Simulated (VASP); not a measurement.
Here is the system:

```xyz
64
Lattice="10.9371 0.0000 0.0000 0.0000 10.9371 0.0000 0.0000 0.0000 10.9371" Properties=species:S:1:pos:R:3 pbc="T T T"
Si     5.4685     0.0000     0.0000
Si     6.8357     1.3671     1.3671
Si     8.2028     2.7343     0.0000
Si     9.5699     4.1014     1.3671
Si     8.2028     0.0000     2.7343
Si     9.5699     1.3671     4.1014
Si     0.0000     0.0000     0.0000
Si     1.3671     1.3671     1.3671
Si     2.7343     2.7343     0.0000
Si     4.1014     4.1014     1.3671
Si     5.4685     5.4685     0.0000
Si     6.8357     6.8357     1.3671
Si     8.2028     8.2028     0.0000
Si     9.5699     9.5699     1.3671
Si     2.7343     0.0000     2.7343
Si     4.1014     1.3671     4.1014
Si     5.4685     2.7343     2.7343
Si     6.8404     4.1485     4.1414
Si     8.2028     5.4685     2.7343
Si     9.5699     6.8357     4.1014
Si     5.4685     0.0000     5.4685
Si     6.8357     1.3671     6.8357
Si     8.2028     2.7343     5.4685
Si     9.5699     4.1014     6.8357
Si     8.2028     0.0000     8.2028
Si     9.5699     1.3671     9.5699
Si     0.0000     5.4685     0.0000
Si     1.3671     6.8357     1.3671
Si     2.7343     8.2028     0.0000
Si     4.1014     9.5699     1.3671
Si     0.0000     2.7343     2.7343
Si     1.3671     4.1014     4.1014
Si     2.7343     5.4685     2.7343
Si     4.1121     6.8549     4.1055
Si     5.4685     8.2028     2.7343
Si     6.8357     9.5699     4.1014
Si     0.0000     0.0000     5.4685
Si     1.3671     1.3671     6.8357
Si     2.7343     2.7343     5.4685
Si     4.1136     4.1486     6.8524
Si     6.8117     6.7944     6.8532
Si     8.2028     8.2028     5.4685
Si     9.5699     9.5699     6.8357
Si     2.7343     0.0000     8.2028
Si     4.1014     1.3671     9.5699
Si     5.4685     2.7343     8.2028
Si     6.8357     4.1014     9.5699
Si     8.2028     5.4685     8.2028
Si     9.5699     6.8357     9.5699
Si     0.0000     8.2028     2.7343
Si     1.3671     9.5699     4.1014
Si     0.0000     5.4685     5.4685
Si     1.3671     6.8357     6.8357
Si     2.7343     8.2028     5.4685
Si     4.1014     9.5699     6.8357
Si     0.0000     2.7343     8.2028
Si     1.3671     4.1014     9.5699
Si     2.7343     5.4685     8.2028
Si     4.1014     6.8357     9.5699
Si     5.4685     8.2028     8.2028
Si     6.8357     9.5699     9.5699
Si     0.0000     8.2028     8.2028
Si     1.3671     9.5699     9.5699
Au     5.4632     5.4408     5.5074
```
Cell charge -1.

The numbers are results of PBE GGA, VASP's PBE PAW potentials (set 64) (plane waves; VASP), not measurements. Run with PREC = Normal, LREAL = Auto, ISYM = 0, NELECT = 264.0, EDIFF = 1E-5, 400 eV cut-off, 1×1×1 Γ-centred mesh, Gaussian smearing of 0.050 eV, potentials Si Au.

The cell is charged, with a uniform compensating background. The supercell is sampled at Γ alone, which is coarse: total energies, pressure and levels can be off, energies of defects by several tenths of an eV.

Question: The ions are relaxed. Which structure does the run end with?

Answer: 
```xyz
64
Lattice="10.9371 0.0000 0.0000 0.0000 10.9371 0.0000 0.0000 0.0000 10.9371" Properties=species:S:1:pos:R:3 pbc="T T T"
Si     5.4659    10.9363     0.0064
Si     6.8354     1.3579     1.3943
Si     8.2051     2.7096     0.0053
Si     9.5990     4.0747     1.3425
Si     8.1769    10.9118     2.7647
Si     9.5470     1.3579     4.1069
Si    10.9350     0.0004     0.0047
Si     1.3813     1.3564     1.3813
Si     2.7365     2.7123    10.9306
Si     4.0894     4.0987     1.3555
Si     5.4690     5.4693     0.0011
Si     6.8513     6.8409     1.3534
Si     8.2034     8.2262    10.9287
Si     9.5554     9.5815     1.3834
Si     2.7596     0.0289     2.7665
Si     4.1249     1.4236     4.1233
Si     5.4981     2.7926     2.7446
Si     6.9133     4.2020     4.0251
Si     8.2709     5.4639     2.6659
Si     9.5824     6.8367     4.0895
Si     5.4680     0.0007     5.4727
Si     6.8171     1.4239     6.8145
Si     8.1938     2.7928     5.4394
Si     9.5824     4.0982     6.8483
Si     8.1736     0.0259     8.1758
Si     9.5579     1.3519     9.5553
Si    10.9315     5.4681     0.0072
Si     1.3361     6.8620     1.3374
Si     2.7339     8.2287     0.0058
Si     4.1000     9.5805     1.3980
Si    10.9359     2.7134     2.7402
Si     1.3616     4.1036     4.0912
Si     2.6671     5.4772     2.6625
Si     4.0242     6.7423     4.0186
Si     5.4435     8.1489     2.7423
Si     6.8147     9.5173     4.1239
Si    10.9335    10.9367     5.4770
Si     1.3955     1.3592     6.8329
Si     2.7482     2.7925     5.4977
Si     4.0170     4.1946     6.9288
Si     6.9130     6.7385     6.9166
Si     8.1905     8.1430     5.4947
Si     9.5388     9.5760     6.8351
Si     2.7602    10.9117     8.1771
Si     4.1058     1.3557     9.5449
Si     5.4437     2.7887     8.1971
Si     6.8503     4.0983     9.5841
Si     8.2723     5.4730     8.2712
Si     9.6014     6.8584     9.5984
Si     0.0065     8.2267     2.7387
Si     1.3907     9.5829     4.1097
Si     0.0029     5.4697     5.4720
Si     1.3609     6.8414     6.8479
Si     2.7481     8.1486     5.4391
Si     4.1205     9.5170     6.8170
Si     0.0065     2.7121     8.2022
Si     1.3321     4.0797     9.6063
Si     2.6603     5.4654     8.2799
Si     4.0877     6.8411     9.5835
Si     5.4945     8.1476     8.1930
Si     6.8300     9.5813     9.5457
Si    10.9328     8.2251     8.1997
Si     1.3776     9.5847     9.5575
Au     5.4595     5.4643     5.4749
```
Cell charge -1.

Question: How much energy does the relaxation gain?

Answer: The energy (σ→0) changes by -6.2 meV/atom, in 18 ionic steps.

The cell is a supercell with a defect, built from Si (diamond): Au_Si, charge -1. The run is not spin-polarised, so no state with unpaired spins was tried.
